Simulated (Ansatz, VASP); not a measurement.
## Cross-check of Sn13Ge3Se16 (Sn0.8Ge0.2Se, orthorhombic GeSe-type) between VASP and Ansatz

One calculation is typed for both programs; each brings its own data sets. How far apart do they land? The cell is invented: As first built, before any earlier steps moved the atoms (in the runner's words): 1x2x2 conventional cells of the SnSe type (32 atoms: 3 Ge, 16 Se, 13 Sn); Sn/Ge share their sites, the best of 600 random draws by like-pair counts in two shells; start lattice by linear mixing of the end members' cells; atoms moved at random by 0.02 A. It may not be a known or stable phase. The structure shown is the start of the Ansatz relaxation below; VASP solves that cell, so the two are compared at the walk's first step.

Main program and level: Ansatz 0.2.0; plane waves, with VASP 6.6.1 beside it; single point at LDA.

**1. Starting point**

The cell holds 32 atoms: 3 Ge, 16 Se and 13 Sn. Cell: a = 11.254 Å, b = 8.226 Å, c = 8.854 Å, α = 90.0°, β = 90.0°, γ = 90.0°. It derives from SnSe (SnSe type, space group 62), repeated 1×2×2. As first built, before any earlier steps moved the atoms (in the runner's words): 1x2x2 conventional cells of the SnSe type (32 atoms: 3 Ge, 16 Se, 13 Sn); Sn/Ge share their sites, the best of 600 random draws by like-pair counts in two shells; start lattice by linear mixing of the end members' cells; atoms moved at random by 0.02 A.

**2. Ansatz: relaxation, LDA**

Ansatz runs on its default PAW (the set named soft_2) files.

The two programs are compared at the cell with which this relaxation starts, whose forces are those of its first step.

Contents of input.yaml:

```yaml
crystal:
  lattice:
    - [11.254, 0.0, 0.0]
    - [0.0, 8.2256, 0.0]
    - [0.0, 0.0, 8.8544]
  atoms:
    - { symbol: Ge, position: [0.11397, 0.12647, 0.54883] }
    - { symbol: Ge, position: [0.87863, 0.87669, 0.45049] }
    - { symbol: Ge, position: [0.88654, 0.8696, 0.94879] }
    - { symbol: Se, position: [0.85559, 0.12407, 0.24287] }
    - { symbol: Se, position: [0.64608, 0.37617, 0.49155] }
    - { symbol: Se, position: [0.35427, 0.12545, 0.01062] }
    - { symbol: Se, position: [0.14472, 0.3699, 0.26241] }
    - { symbol: Se, position: [0.85462, 0.12715, 0.74028] }
    - { symbol: Se, position: [0.64643, 0.37421, 0.99478] }
    - { symbol: Se, position: [0.35783, 0.12344, 0.50202] }
    - { symbol: Se, position: [0.14512, 0.37261, 0.76083] }
    - { symbol: Se, position: [0.85618, 0.6241, 0.23927] }
    - { symbol: Se, position: [0.643, 0.87858, 0.49359] }
    - { symbol: Se, position: [0.35512, 0.6258, 0.01069] }
    - { symbol: Se, position: [0.14418, 0.87062, 0.26237] }
    - { symbol: Se, position: [0.85494, 0.62352, 0.74148] }
    - { symbol: Se, position: [0.64281, 0.87238, 0.99192] }
    - { symbol: Se, position: [0.35425, 0.62606, 0.50953] }
    - { symbol: Se, position: [0.14804, 0.87438, 0.75883] }
    - { symbol: Sn, position: [0.11776, 0.12793, 0.05054] }
    - { symbol: Sn, position: [0.38201, 0.37964, 0.30009] }
    - { symbol: Sn, position: [0.61921, 0.12185, 0.19669] }
    - { symbol: Sn, position: [0.88042, 0.37529, 0.44817] }
    - { symbol: Sn, position: [0.37963, 0.37689, 0.79816] }
    - { symbol: Sn, position: [0.6177, 0.12422, 0.69817] }
    - { symbol: Sn, position: [0.88287, 0.37853, 0.953] }
    - { symbol: Sn, position: [0.12148, 0.62026, 0.0515] }
    - { symbol: Sn, position: [0.38111, 0.87842, 0.298] }
    - { symbol: Sn, position: [0.6202, 0.62941, 0.20207] }
    - { symbol: Sn, position: [0.11901, 0.62472, 0.5507] }
    - { symbol: Sn, position: [0.38105, 0.87229, 0.80093] }
    - { symbol: Sn, position: [0.62176, 0.62612, 0.70318] }
kpoints:
  mp_grid: { grid: [2, 3, 3], shift: [0.5, 0.0, 0.0] }
hamiltonian:
  xc: lda
scf:
  occupations: { method: methfessel_paxton, width: 0.15 }
output:
  forces: true
  stress: true
relax:
  f_tol: 0.02
  max_steps: 45
  cell: { stress_tol: 0.1 }
```

Started as:

```bash
ansatz run input.yaml --threads 8 --pin off --max-ram 15360MiB --backend cpu --events-out ev --progress --plain --runs-dir out
```

Numbers of over 12 decimals in the logs are rounded to 6 here.

Log:

```text
The last accepted step is kept in <dir> (removed where the run ends without a failure and the disk answers)
Engine: ansatz 0.2.0, aarch64-unknown-linux-gnu
Pseudopotentials: kind: paw
Pseudopotential: Ge, paw, valence charge 14, recommended cutoff 420 eV (normal), Ge.paw.azcp
Pseudopotential: Se, paw, valence charge 16, recommended cutoff 420 eV (normal), Se.paw.azcp
Pseudopotential: Sn, paw, valence charge 14, recommended cutoff 420 eV (normal), Sn.paw.azcp
Functional definition: SPW92
  exchange = slater_x
  correlation = pw_c
Crystal: 32 atoms, lattice volume = 819.660 Å³
Basis set: ecut = 420 eV, 16011 PW (Γ)
Bands: 288, of which v1, the nominal top of the filled ones, is band 240 counted from 1 (239 counted from 0)
Symmetry: 1 space group operations
Space group: P1 (ITA 1), of the structure as read, at distance tolerance 9.4e-5 Å
k-points: 9 of 18 (time reversal used)
Non-local potential: Ge, projectors of the file, l = 0: 2, l = 1: 2, l = 2: 3, l = 3: 1
Non-local potential: Se, projectors of the file, l = 0: 2, l = 1: 2, l = 2: 3, l = 3: 1
Non-local potential: Sn, projectors of the file, l = 0: 2, l = 1: 2, l = 2: 2, l = 3: 2
PAW form: soft (Blöchl's): semilocal exchange-correlation on the pseudo side does not see the compensation charge
PAW frozen core: Ge, regenerated for the run's functional, and the local potential with it (the file was generated under x = pbe(κ = 0.804, μ = 0.219515), c = pbe(β = 0.066725))
PAW frozen core: Se, regenerated for the run's functional, and the local potential with it (the file was generated under x = pbe(κ = 0.804, μ = 0.219515), c = pbe(β = 0.066725))
PAW frozen core: Sn, regenerated for the run's functional, and the local potential with it (the file was generated under x = pbe(κ = 0.804, μ = 0.219515), c = pbe(β = 0.066725))
PAW one-centre angular grid: Ge, 590 points (default); XC on 64 Gauss nodes
PAW one-centre angular grid: Se, 590 points (default); XC on 64 Gauss nodes
PAW one-centre angular grid: Sn, 590 points (default); XC on 64 Gauss nodes
Initial density: superposition of atomic densities (neutral atoms: chi_scale 0, normalization atom), corrected by the library's trained network
Initial wavefunctions: pseudopotential atomic-orbital guess
Functional: x = slater, c = lda
SCF iter   1: F=—  HF=-175224.864525 eV  |F-HF|=—  |Δ(HF+E_count)|=         —  Δρ=5.25e-3  dr2=1.48e-1  ethr=1.77e-3  ⟨swp⟩=6.1  Hψ=9519  notcnv=0  defer=1
preconditioner: auto → Resta (q_TF=auto, 2.496 Å⁻¹)  ε∞=2.9  [insulator: Δε(μ)=0.720 eV  Ē_g=15.832 eV  σ=0.150 eV  W_gap=1.00  n_scr=224 (ndim 8)  ℏωp=22.1 eV  f_vac=0.001  D(μ)=-0.04/eV (n_scr^D=0)  ε∞_Penn≈2.9]
SCF iter   2: F=—  HF=-175224.799750 eV  |F-HF|=—  |Δ(HF+E_count)|=   6.48e-2  S|Δr|=    0.00e0  Δρ=2.67e-3  dr2=4.11e-2  ethr=3.08e-5  ⟨swp⟩=2.0  Hψ=4428  notcnv=0  defer=1
SCF iter   3: F=—  HF=-175224.787363 eV  |F-HF|=—  |Δ(HF+E_count)|=   1.24e-2  S|Δr|=    0.00e0  Δρ=4.84e-4  dr2=2.91e-3  ethr=8.57e-6  ⟨swp⟩=2.0  Hψ=3520  notcnv=0  defer=1
SCF iter   4: F=—  HF=-175224.786562 eV  |F-HF|=—  |Δ(HF+E_count)|=   8.01e-4  S|Δr|=    0.00e0  Δρ=1.72e-4  dr2=2.33e-4  ethr=6.05e-7  ⟨swp⟩=2.0  Hψ=4297  notcnv=0  defer=1
SCF iter   5: F=—  HF=-175224.786348 eV  |F-HF|=—  |Δ(HF+E_count)|=   2.15e-4  S|Δr|=    0.00e0  Δρ=3.27e-5  dr2=4.79e-6  ethr=4.86e-8  ⟨swp⟩=2.0  Hψ=4380  notcnv=0  defer=1
SCF iter   6: F=—  HF=-175224.786182 eV  |F-HF|=—  |Δ(HF+E_count)|=   1.65e-4  S|Δr|=    0.00e0  Δρ=1.79e-5  dr2=2.07e-6  ethr=9.98e-10  ⟨swp⟩=2.0  Hψ=3658  notcnv=0  defer=1
SCF iter   7: F=—  HF=-175224.786182 eV  |F-HF|=—  |Δ(HF+E_count)|=   5.38e-7  S|Δr|=    0.00e0  Δρ=3.56e-6  dr2=1.06e-7  ethr=4.31e-10  ⟨swp⟩=2.0  Hψ=4324  notcnv=0  defer=1
SCF iter   8: F=-175224.786182 eV  HF=-175224.786182 eV  |F-HF|=5.56e-9  |Δ(HF+E_count)|=   6.64e-9  S|Δr|=    0.00e0  Δρ=1.03e-6  dr2=9.50e-9  ethr=2.08e-11  ⟨swp⟩=4.0  Hψ=9054  notcnv=0
SCF 1 converged in 8 iterations: F = -175224.786182 eV  dr2 = 9.50e-9
  greatest PAW one-centre occupation: 1.000 electrons in one spin orbital (limit 2), on the Se atom at site 13 (counted from 0), in its partial waves of l = 2
relax step   1: F+E_penalty+E_count = -175224.78618181 eV  Δ(F+E_penalty+E_count) = +0.000e0 eV  max|allowed force component| = 8.396e-1 eV/Å  Δτ_max = 0.0000 Å  P = -1.733 GPa  Ω = 819.660 Å³  (8 SCF iters, dr2 threshold 1.00e-7 eV, accepted)
Crystal: 32 atoms, lattice volume = 751.525 Å³
Basis set: ecut = 420 eV, 14769 PW (Γ)
Initial density: handed on by an earlier stage of this run
Initial wavefunctions: those handed on with the density
iter 1 solved again at ethr=1.18e-4 eV; its pass at ethr=3.10e-3 eV (dr2=5.66e-1 eV) is discarded
SCF iter   1: F=—  HF=-175225.789961 eV  |F-HF|=—  |Δ(HF+E_count)|=         —  Δρ=8.34e-3  dr2=5.69e-1  ethr=1.18e-4  ⟨swp⟩=1.7  Hψ=11763  notcnv=0
[...]
Initial wavefunctions: pseudopotential atomic-orbital guess (no wavefunctions were taken with the density)
iter 1 solved again at ethr=2.37e-7 eV; its pass at ethr=3.10e-3 eV (dr2=1.14e-3 eV) is discarded
SCF iter   1: F=—  HF=-175225.846541 eV  |F-HF|=—  |Δ(HF+E_count)|=         —  Δρ=4.05e-5  dr2=1.82e-6  ethr=2.37e-7  ⟨swp⟩=3.0  Hψ=15345  notcnv=0
[...]
SCF converged after 5 iterations
Stability not checked: this state was not tested for a lower state beside it, because cold or Methfessel-Paxton smearing, or corrected tetrahedra, fill the levels in a way that the test cannot read (fill_not_monotonic; see scf.lower_state_search)
Free energy (F): -175225.846460 eV
Harris-Foulkes:  -175225.846460 eV  (|F-HF|=1.46e-10)
Internal energy: -175225.847670 eV  (E = F + TS)
E sigma→0 (E₀):  -175225.846763 eV
Entropy (-TS):   0.001210 eV (0.038 meV/atom)
Fermi energy:    9.827790 eV
Step filling:    the computed levels leave a gap of 0.6295 eV = 4.2 smearing widths at the electron count; against every level under it full and every level over it empty, smearing changes F+E_penalty+E_count by +0.124 meV and its σ→0 estimate by -0.179 meV
--- Per-component energies (eV) ---
  E_band       = -7447.173920
  E_kinetic    = 4680.480867
  E_local      = -55580.726638  (includes V_loc(G=0)·N_el)
  E_nonlocal   = -8542.595182
  E_hartree    = 28569.384318
  E_xc         = -6828.813461
  E_vxc        = -3073.142489  (∫ρ·V_xc dr)
  E_paw        = -86940.552020  (= ΣΔE_a)
  E_vpaw       = -2069.952092  (= ΣTr[D̂ρ^β])
  E_aug_tail   = -0.009034  (compensation charges beyond the density's cutoff)
  E_ewald      = -50629.742973
  E_core_change = 46.726452  (= ΣΔE_core)
  E_smearing   = 0.001210  (= −TS)
  E_closure    = 0.000000  (closes the sum)
  Σ components = -175225.846460   (vs F -175225.846460, Δ=0.00e0)
--- Forces (eV/Å), atoms counted from 1 ---
  atom   1  Ge     0.00122379     0.00121205     0.00914683
  atom   2  Ge     0.00025609    -0.00968561    -0.00585515
  atom   3  Ge    -0.00358444    -0.00311838     0.00034496
  atom   4  Se     0.00335041     0.00694330     0.01148616
  atom   5  Se     0.00300976    -0.00155071     0.00576325
  atom   6  Se    -0.00239340    -0.00727769    -0.00431780
  atom   7  Se    -0.00027029    -0.00178709     0.00984981
  atom   8  Se    -0.00438313     0.00668284     0.01061575
  atom   9  Se    -0.00128255     0.00724423    -0.00817822
  atom  10  Se    -0.00046682    -0.00649693     0.00056168
  atom  11  Se    -0.00190870     0.00660711    -0.01302373
  atom  12  Se     0.00617419    -0.00951419     0.01057511
  atom  13  Se    -0.00156444     0.00202263     0.00164989
  atom  14  Se    -0.00009341     0.00100237    -0.00041536
  atom  15  Se    -0.00158318     0.00499742     0.00097414
  atom  16  Se     0.00203636    -0.00451193     0.00908384
  atom  17  Se     0.00006611     0.00563055    -0.00908977
  atom  18  Se    -0.00190088     0.00233358     0.00024307
  atom  19  Se    -0.00205299    -0.00074068    -0.01860664
  atom  20  Sn     0.00167047     0.00163249     0.00369107
  atom  21  Sn    -0.00240129    -0.00632046    -0.00596193
  atom  22  Sn    -0.00204474    -0.00857574     0.00529906
  atom  23  Sn    -0.00041611     0.00259223    -0.01841920
  atom  24  Sn    -0.00171009    -0.00115930     0.00278716
  atom  25  Sn    -0.00135621    -0.00490949    -0.00233653
  atom  26  Sn     0.01068408     0.00521065    -0.00227719
  atom  27  Sn    -0.01056536     0.00109551    -0.00452958
  atom  28  Sn     0.00519301     0.00193211    -0.00274883
  atom  29  Sn     0.00638241     0.00522746    -0.00083848
  atom  30  Sn     0.00080028    -0.00263442     0.01621502
  atom  31  Sn     0.00347606     0.00278093     0.00351016
  atom  32  Sn    -0.00434176     0.00313162    -0.00520045
  max |Σ_I F_I| component: 3.56e-6 eV/Å
--- Stress (GPa, compression-positive) ---
        0.007241      -0.006386       0.008221
       -0.006386      -0.003185       0.001272
        0.008221       0.001272      -0.024652
  P = ⅓ Tr σ = -0.0069 GPa (-0.069 kbar)
--- Relaxed structure (6 steps of the walk, 5 accepted, 1 SCFs on fresh bases) ---
  F+E_penalty+E_count = -175225.84646015 eV   max|allowed force component| = 1.861e-2 eV/Å   (the final SCF, on the basis selected at the relaxed cell)
  cell:  # Å, volume = 782.4478 Å³
    - [11.159824, 0.019184, 0.030793]
    - [0.014022, 8.115516, 0.000321091]
    - [0.024227, 0.000345637, 8.639459]
  atoms:
    - { symbol: Ge, position: [0.125480, 0.127308, 0.560855] }
    - { symbol: Ge, position: [0.875723, 0.872619, 0.439410] }
    - { symbol: Ge, position: [0.876313, 0.873379, 0.937979] }
    - { symbol: Se, position: [0.860913, 0.111762, 0.242452] }
    - { symbol: Se, position: [0.645206, 0.373765, 0.487599] }
    - { symbol: Se, position: [0.357684, 0.125312, 0.015247] }
    - { symbol: Se, position: [0.140026, 0.376081, 0.265149] }
    - { symbol: Se, position: [0.862958, 0.112383, 0.739335] }
    - { symbol: Se, position: [0.644077, 0.373470, 0.987734] }
    - { symbol: Se, position: [0.351944, 0.126101, 0.514958] }
    - { symbol: Se, position: [0.140833, 0.367457, 0.756678] }
    - { symbol: Se, position: [0.860596, 0.631947, 0.242767] }
    - { symbol: Se, position: [0.649199, 0.873764, 0.485146] }
    - { symbol: Se, position: [0.355696, 0.626628, 0.013025] }
    - { symbol: Se, position: [0.137844, 0.877497, 0.269683] }
    - { symbol: Se, position: [0.861142, 0.634313, 0.742095] }
    - { symbol: Se, position: [0.650541, 0.874161, 0.985913] }
    - { symbol: Se, position: [0.357576, 0.626135, 0.515120] }
    - { symbol: Se, position: [0.139890, 0.887329, 0.757884] }
    - { symbol: Sn, position: [0.111497, 0.124168, 0.050943] }
    - { symbol: Sn, position: [0.383059, 0.376164, 0.300590] }
    - { symbol: Sn, position: [0.617224, 0.123128, 0.201491] }
    - { symbol: Sn, position: [0.890391, 0.368456, 0.450164] }
    - { symbol: Sn, position: [0.383726, 0.375058, 0.799954] }
    - { symbol: Sn, position: [0.619612, 0.123229, 0.702150] }
    - { symbol: Sn, position: [0.887020, 0.373149, 0.946812] }
    - { symbol: Sn, position: [0.110385, 0.629516, 0.054958] }
    - { symbol: Sn, position: [0.380866, 0.875674, 0.298731] }
    - { symbol: Sn, position: [0.617517, 0.624993, 0.201389] }
    - { symbol: Sn, position: [0.111343, 0.630339, 0.547702] }
    - { symbol: Sn, position: [0.382902, 0.876525, 0.798083] }
    - { symbol: Sn, position: [0.617346, 0.624961, 0.700354] }
```

In the SCF lines HF is the Harris–Foulkes energy and dr2 the Hartree energy of the density residual, in eV; the loop may stop once dr2 is under the threshold and the program's other checks hold. Hψ counts applications of the Hamiltonian.

[end of part 1 of 2]

[Lines on the potential files, build, host, timing and source positions are cut from VASP's logs without a mark.]

[Logs are printed without paths, hosts, clocks, repeated set-up lines and the standing remarks that a program may print on its own settings, such as how far it seeks lower states.]

[Hosts, paths, dates, database ids (printed as entryN), source tags and the programs' standing remarks are cut or masked in the printed files.]
